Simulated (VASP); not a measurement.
Input for VASP

### INCAR
```
# general
SYSTEM   =  ScRh3C
PREC     =  Accurate
ENCUT    =  520
LREAL    =  .FALSE.
LASPH    =  .TRUE.

# electronic loop
EDIFF    =  1E-6
NELM     =  100
ALGO     =  Normal
LMAXMIX  =  4

# smearing
ISMEAR   =  1
SIGMA    =  0.1

# functional
GGA      =  PS

# ions
IBRION   =  2
NSW      =  60
ISIF     =  3
EDIFFG   =  -0.02

# output
LWAVE    =  .FALSE.
LCHARG   =  .FALSE.
```

### POSCAR
```
ScRh3C
1.0
  4.0452659156   0.0000000000   0.0000000000
  0.0000000000   4.0452659156   0.0000000000
  0.0000000000   0.0000000000   4.0452659156
Sc Rh C
1 3 1
Direct
  0.0000000000   0.0000000000   0.0000000000
  0.0000000000   0.5000000000   0.5000000000
  0.5000000000   0.0000000000   0.5000000000
  0.5000000000   0.5000000000   0.0000000000
  0.5000000000   0.5000000000   0.5000000000
```

File KPOINTS:
```
Automatic
0
G
  7 7 7
```

POTCAR, in this order: Sc_sv Rh_pv C (PBE.64 set). Program: vasp_std.

Question: Translate this PBEsol calculation to Quantum ESPRESSO's pw.x.

Answer: One equivalent input (not run):
```
&CONTROL
  calculation = 'vc-relax'
  pseudo_dir = './pseudo'
  outdir = './out'
  tprnfor = .true.
  tstress = .true.
  nstep = 60
  forc_conv_thr = 0.00078
/
&SYSTEM
  ibrav = 0
  nat = 5
  ntyp = 3
  ecutwfc = 88
  occupations = 'smearing'
  smearing = 'methfessel-paxton'
  degauss = 0.00735
  input_dft = 'pbesol'
/
&ELECTRONS
  conv_thr = 7.3e-08
  electron_maxstep = 100
/
&IONS
/
&CELL
/
ATOMIC_SPECIES
  Sc 44.956 Sc.upf
  Rh 102.906 Rh.upf
  C 12.011 C.upf
CELL_PARAMETERS angstrom
     4.0452659    0.0000000    0.0000000
     0.0000000    4.0452659    0.0000000
    -0.0000000   -0.0000000    4.0452659
ATOMIC_POSITIONS crystal
  Sc   0.0000000  0.0000000  0.0000000
  Rh   0.0000000  0.5000000  0.5000000
  Rh   0.5000000  0.0000000  0.5000000
  Rh   0.5000000  0.5000000  0.0000000
  C    0.5000000  0.5000000  0.5000000
K_POINTS automatic
  7 7 7 0 0 0
```
Limits of the translation: the potentials are each code's own (VASP's PAW set, PseudoDojo norm-conserving files in pw.x), so ENCUT and ecutwfc are chosen apart and not converted; conv_thr bounds pw.x's estimated SCF error, while EDIFF bounds the energy change between steps; forc_conv_thr acts on force components and is met together with etot_conv_thr.

The structure comes from a computed database's ScRh3C entry (Pm-3m); how it stands against other phases isn't given here. It was relaxed first. The start is the result of an earlier pass.
